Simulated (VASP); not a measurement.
# Sr2HfMoO6: cell size against the level of theory, part 4 of 4

Aim: relax Sr2HfMoO6 with several functionals and dispersion schemes, and compare the cells. The cell is invented: it takes the structure of a Materials Project entry for Sr2HfZrO6 (space group 225 there), with some of its atoms replaced by other elements, volume scaled by an estimate. It may not be a known or stable phase.

VASP 6.6.1, plane waves and PAW; the level of theory is named at each step.

So far. Step 6 (Relaxation with PBE + D3(BJ)): It ends at 13.23 Å³/atom, -11.6 % from the start, with 0.01 GPa left. The conventional cell has a = 8.089 Å. Against plain PBE, the dispersion term moves a by -0.6 %. Step 8 (Relaxation with PBE + D3): It ends at 13.31 Å³/atom, -11.1 % from the start, with 0.01 GPa left. The conventional cell has a = 8.105 Å. Against plain PBE, the dispersion term moves a by -0.4 %.

## Step 9: Relaxation with optB88-vdW

This step: optB88-vdW, no spin polarisation; plane waves and PAW (Hf_pv, Mo_sv, Sr_sv, O); invented cell (VASP 6.6.1).

optB88-vdW pairs nonlocal correlation with a B88-type exchange refitted to the binding of molecular dimers.

Contents of INCAR:

```
SYSTEM = Sr2HfMoO6
PREC = Accurate
ENCUT = 560
EDIFF = 1E-06
NELM = 100
ISMEAR = -1
SIGMA = 0.05
LREAL = .FALSE.
ALGO = Normal
GGA = BO
AGGAC = 0
LUSE_VDW = .TRUE.
PARAM1 = 0.1833333333
PARAM2 = 0.22
LASPH = .TRUE.
LORBIT = 11
LWAVE = .FALSE.
LCHARG = .FALSE.
KPAR = 4
IBRION = 2
NSW = 60
ISIF = 3
EDIFFG = -0.01
```

Contents of POSCAR:

```
Sr2HfMoO6
1.0
    0.0000000000      4.2140040000      4.2140040000
    4.2140040000      0.0000000000      4.2140040000
    4.2140040000      4.2140040000      0.0000000000
Hf Mo Sr O
1 1 2 6
Direct
    0.0000000000      0.0000000000      0.0000000000
    0.5000000000      0.5000000000      0.5000000000
    0.2500000000      0.2500000000      0.2500000000
    0.7500000000      0.7500000000      0.7500000000
    0.7519162800      0.2480837200      0.2480837200
    0.2480837200      0.7519162800      0.7519162800
    0.2480837200      0.7519162800      0.2480837200
    0.7519162800      0.2480837200      0.7519162800
    0.2480837200      0.2480837200      0.7519162800
    0.7519162800      0.7519162800      0.2480837200
```

Contents of KPOINTS:

```
Automatic mesh
0
Gamma
4 4 4
0 0 0
```

The projector-augmented-wave data sets are Hf_pv, Mo_sv, Sr_sv and O (PBE family, release 64).

The run is started by

```bash
> mpirun -np 4 vasp_std
```

Output:

```text
[banner, memory and clock lines left out]
running    4 mpi-ranks, on    1 nodes
[...]
[... a notice as in an earlier step ...]

 [... a notice as in an earlier step ...]

 LDA part: xc-table for (Slater+PW92), standard interpolation
 POSCAR, INCAR and KPOINTS ok, starting setup
[...]
entering main loop
       N       E                     dE             d eps       ncg     rms          rms(c)
DAV:   1     0.682447105718E+03    0.68245E+03   -0.46900E+04   776   0.173E+03
DAV:   2    -0.346490365087E+02   -0.71710E+03   -0.70017E+03   960   0.422E+02
DAV:   3    -0.778939011859E+02   -0.43245E+02   -0.42780E+02  1032   0.100E+02
DAV:   4    -0.788572055824E+02   -0.96330E+00   -0.95751E+00  1112   0.133E+01
[...]
DAV:  14    -0.628681035678E+02    0.11652E-04   -0.10092E-04   896   0.550E-02    0.184E-02
DAV:  15    -0.628681045848E+02   -0.10170E-05   -0.10281E-05  1072   0.137E-02    0.928E-03
DAV:  16    -0.628681043699E+02    0.21492E-06   -0.27276E-06   768   0.918E-03
   1 F= -.62868104E+02 E0= -.62848290E+02  d E =-.628681E+02
[... from here on, the cycles between the ionic steps are left out ...]
   2 F= -.63175692E+02 E0= -.63165605E+02  d E =-.307588E+00
   3 F= -.63906502E+02 E0= -.63893808E+02  d E =-.103840E+01
   4 F= -.63906914E+02 E0= -.63894317E+02  d E =-.103881E+01
   5 F= -.63913891E+02 E0= -.63902069E+02  d E =-.697676E-02
[...]
hard stop encountered!  aborting job ...
[...]
soft stop encountered!  aborting job ...
   6 F= -.63937498E+02 E0= -.63925657E+02  d E =-.236811E-01
 deleting file STOPCAR
```

Elapsed: 16 min, on 4 MPI ranks of AMD EPYC 7R43, shared host; peak memory 3.5 GiB.

The run was stopped at its time limit, by a STOPCAR file.

By then 5 ionic steps had been finished.

More ranks or a longer limit would be the way on, or going on from the last geometry.

## Step 10: Relaxation with PBEsol + D4

This step: PBEsol with D4, no spin polarisation; plane waves and PAW (Hf_pv, Mo_sv, Sr_sv, O); invented cell (VASP 6.6.1).

D4 lets the coefficients depend on atomic charges too.

INCAR, as its differences from that of step 9:

```diff
@@ -9,8 +9,4 @@
 ALGO = Normal
-GGA = BO
-AGGAC = 0
-LUSE_VDW = .TRUE.
-PARAM1 = 0.1833333333
-PARAM2 = 0.22
-LASPH = .TRUE.
+GGA = PS
+IVDW = 13
 LORBIT = 11
```

POSCAR is that of step 9.

KPOINTS is that of step 9.

The run is started by

```bash
> mpirun -np 4 vasp_std
```

Output:

```text
[... set-up lines as in an earlier step ...]
 entering main loop
       N       E                     dE             d eps       ncg     rms          rms(c)
[... 16 cycles as in an earlier step ...]
   1 F= -.85917037E+02 E0= -.85898873E+02  d E =-.859170E+02
[... from here on, the cycles between the ionic steps are left out ...]
   2 F= -.86221532E+02 E0= -.86212399E+02  d E =-.304495E+00
   3 F= -.87562751E+02 E0= -.87551487E+02  d E =-.164571E+01
   4 F= -.87563866E+02 E0= -.87552687E+02  d E =-.164683E+01
   5 F= -.87568619E+02 E0= -.87558200E+02  d E =-.475317E-02
   6 F= -.87603963E+02 E0= -.87593187E+02  d E =-.400970E-01
   7 F= -.87604062E+02 E0= -.87593194E+02  d E =-.986778E-04
   8 F= -.87604393E+02 E0= -.87593567E+02  d E =-.429699E-03
[...]
reached required accuracy - stopping structural energy minimisation
```

The job ended after 5.5 min (4 MPI ranks; peak memory 1.5 GiB).

Parts of OUTCAR (step 10):

```text
  Edisp (eV):   -1.19775

  Total       0.01514     0.01514     0.01514     0.00000    -0.00000    -0.00000
  in kB       0.18794     0.18794     0.18794     0.00000    -0.00000    -0.00000
  external pressure =        0.19 kB  Pullay stress =        0.00 kB

 POSITION                                       TOTAL-FORCE (eV/Angst)
 -----------------------------------------------------------------------------------
      4.01112      4.01112     -0.00000         0.000000      0.000000     -0.000000
      4.01112      4.01112      4.01112         0.000000      0.000000     -0.000000
      2.00556      2.00556      2.00556         0.000000     -0.000000     -0.000000
      6.01667      6.01667      6.01667         0.000000      0.000000     -0.000000
      2.03985      4.01112      4.01112         0.001503      0.000000     -0.000000
      5.98238      4.01112      4.01112        -0.001503      0.000000     -0.000000
      4.01112      2.03985      4.01112         0.000000      0.001503     -0.000000
      4.01112      5.98238      4.01112         0.000000     -0.001503     -0.000000
      4.01112      4.01112      2.03985         0.000000      0.000000      0.001503
      4.01112      4.01112      5.98238         0.000000      0.000000     -0.001503
 -----------------------------------------------------------------------------------
    total drift:                               -0.000000     -0.000000      0.000000

  FREE ENERGIE OF THE ION-ELECTRON SYSTEM (eV)
  ---------------------------------------------------
  free  energy   TOTEN  =       -87.6043926652 eV

  energy  without entropy=      -87.5827419830  energy(sigma->0) =      -87.59356732

[... 2 parts as in an earlier step ...]

[... 2 further parts left out ...]
[key lines of the parts left out:]
E-fermi :   6.5411
```

It ends at 12.91 Å³/atom, -13.8 % from the start, with 0.02 GPa left. The conventional cell has a = 8.022 Å. Against plain PBEsol, the dispersion term moves a by -0.3 %.

## Step 11: The cells as a table

This step: relaxed cells at several levels; plane waves and PAW; invented cell (VASP 6.6.1).

This step runs nothing: it gathers the runs above.

Lengths are those of the conventional cell; cost is the wall time of each run, as given at its step, times its ranks, without the set-up around it. Results by level, by row:

| level | volume (Å³/atom) | change from the start (%) | a (Å) | cost (core minutes) |
| --- | --- | --- | --- | --- |
| PBE | 13.46 | -10.1 | 8.135 | 13.9 |
| LDA | 12.72 | -15 | 7.983 | 15.2 |
| PBEsol | 13.01 | -13 | 8.045 | 16.4 |
| PBE + D3(BJ) | 13.23 | -11.6 | 8.089 | 18.7 |
| PBE + D3 | 13.31 | -11.1 | 8.105 | 14.2 |
| PBEsol + D4 | 12.91 | -13.8 | 8.022 | 22.1 |

## Step 12: Results

- volume, PBE: 13.46 Å³/atom
- volume, LDA: 12.72 Å³/atom
- volume, PBEsol: 13.01 Å³/atom
- volume, PBE + D3(BJ): 13.23 Å³/atom
- volume, PBE + D3: 13.31 Å³/atom
- volume, PBEsol + D4: 12.91 Å³/atom

For Sr2HfMoO6 the levels give volumes between 12.72 Å³/atom (LDA) and 13.46 Å³/atom (PBE), a spread of 5.8 %, while the cost of the finished runs spans a factor of 1.6. The costs hold the number of ionic steps as well as the price of the functional. Adding D3(BJ) to PBE changes the volume by -1.7 % (a by -0.6 %). Adding D3 to PBE changes the volume by -1.1 % (a by -0.4 %). Adding D4 to PBEsol changes the volume by -0.8 % (a by -0.3 %). Within 0.02 Å all end in space group Fm-3m; the runs can't lower the symmetry of the start. The k-sampling is coarse for a metal, so the Fermi level, pressures and the shape of the cell carry errors. Magnetism was not tested. Spin-orbit coupling is left out. Not obtained: r2SCAN, because the run hit its time limit. Not obtained: PBE + rVV10, because the run hit its time limit. Not obtained: optB88-vdW, because the run hit its time limit. Each is a single relaxation on the plane waves of the start cell, so larger changes of volume carry a basis-set error that was not tested here. Zero-point and thermal expansion are not included. Nothing here tests the cell against competing phases.

[Lines on the potential files, build, host, timing and source positions are cut from VASP's logs without a mark.]

[Logs are printed without paths, hosts, clocks, repeated set-up lines and the standing remarks that a program may print on its own settings, such as how far it seeks lower states.]

[Hosts, paths, dates, database ids (printed as entryN), source tags and the programs' standing remarks are cut or masked in the printed files.]

[A measured line is paired with the nearest computed mode of its activity, which favours agreement.]
